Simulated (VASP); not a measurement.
```
CELL_PARAMETERS angstrom
     -1.54382     1.54382     2.91362
      1.54382    -1.54382     2.91362
      1.54382     1.54382    -2.91362
ATOMIC_POSITIONS crystal
  Sb 0.00000 0.00000 0.00000
```

Computed with r2SCAN+rVV10 with spin-orbit coupling, VASP's PBE PAW potentials (set 64) (plane waves; VASP 6.6.1). Run with 400 eV cut-off, 15×15×15 Γ-centred mesh, Gaussian smearing of 0.050 eV, potentials Sb.

Problem. Give the energies of bands 1 to 11 at the high-symmetry points, in eV from the Fermi level.

Solution. 
```csv
band,Γ,X,P,N,M,S,R
1,-13.37,-6.31,-6.26,-9.37,-10.41,-9.17,-7.83
2,-13.37,-6.31,-6.26,-9.37,-10.41,-9.17,-7.83
3,3.40,-4.36,-3.54,-5.96,-5.97,-4.29,-3.13
4,3.40,-4.36,-3.54,-5.96,-5.97,-4.29,-3.13
5,5.49,-1.72,-3.09,0.92,2.80,-3.79,-2.50
6,5.49,-1.72,-3.09,0.92,2.80,-3.79,-2.50
7,6.11,0.96,0.01,5.60,3.37,4.68,-1.60
8,6.11,0.96,0.01,5.60,3.37,4.68,-1.60
9,9.11,3.69,6.35,6.49,6.78,8.50,8.26
10,9.11,3.69,6.35,6.49,6.78,8.50,8.26
11,9.48,4.79,8.35,11.39,7.71,13.58,9.94
```

It has no gap at this level: it comes out as a metal or semimetal.

The structure comes from a measured Sb entry (I4/mmm) of the Crystallography Open Database, whose conditions weren't checked. It was relaxed first, which changed the volume by +24 %.
